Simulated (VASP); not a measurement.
Here is the system:

```xyz
2
Lattice="2.9832 0.0000 0.0000 0.0000 2.9832 0.0000 0.0000 0.0000 2.9832" Properties=species:S:1:pos:R:3 pbc="T T T"
Al     1.4916     1.4916     1.4916
Ru     0.0000     0.0000     0.0000
```

Level of theory: r2SCAN meta-GGA, VASP's PBE PAW potentials (set 64) (plane waves; VASP 6.6.1). Numerical set-up: PREC = Normal, EDIFF = 1E-5, 400 eV cut-off, 14×14×14 Γ-centred mesh, first-order Methfessel-Paxton smearing of 0.10 eV, potentials Al Ru_pv.

Q: What does the run give for the energy per atom (σ→0), band gap (on the k-mesh) with the smallest direct gap where there is one?

A: 
| Quantity | Result |
|---|---|
| band gap (on the k-mesh) | none (metal, semimetal or under 0.01 eV) |
| energy per atom (σ→0) | -16.801 eV/atom |

Only differences to runs with the same potentials and settings are physical.

The compound is RuAl in the CsCl type structure. It was relaxed first. The electron count is odd and the run is not spin-polarised, which forces a metal.
